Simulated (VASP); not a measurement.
Data:

```
CELL_PARAMETERS angstrom
      0.00000     3.15494     3.15494
      3.15494     0.00000     3.15494
      3.15494     3.15494     0.00000
ATOMIC_POSITIONS crystal
  K  0.00000 0.00000 0.00000
  Cl 0.50000 0.50000 0.50000
```

Method: PBE GGA with D4 dispersion, VASP's PBE PAW potentials (set 64) (plane waves; VASP). Numerical set-up: 520 eV cut-off, Gaussian smearing of 0.050 eV, potentials K_sv Cl.

Q: Predict the band gap (along the path) with the smallest direct gap where there is one.

A: 
The band gap (along the path) is 5.16 eV. The smallest direct gap (along the path) is 5.16 eV.

The compound is KCl in the rock salt structure. It was relaxed first.
